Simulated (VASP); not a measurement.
```
CaO
1.0
    0.00000     2.44080     2.44080
    2.44080     0.00000     2.44080
    2.44080     2.44080     0.00000
Ca O
1 1
Direct
  0.00000   0.00000   0.00000
  0.50000   0.50000   0.50000
```

Computed with revPBE GGA, VASP's PBE PAW potentials (set 64) (plane waves; VASP 6.6.1). Settings: 520 eV cut-off, Gaussian smearing of 0.050 eV, potentials Ca_sv O.

Problem. What does the run give for the band gap (along the path) with the smallest direct gap where there is one?

Solution. 
```
Property                               Result
------------------------------------  -------
band gap (along the path)             3.73 eV
smallest direct gap (along the path)  4.10 eV
```

The compound is CaO in the rock salt structure. It was relaxed first.
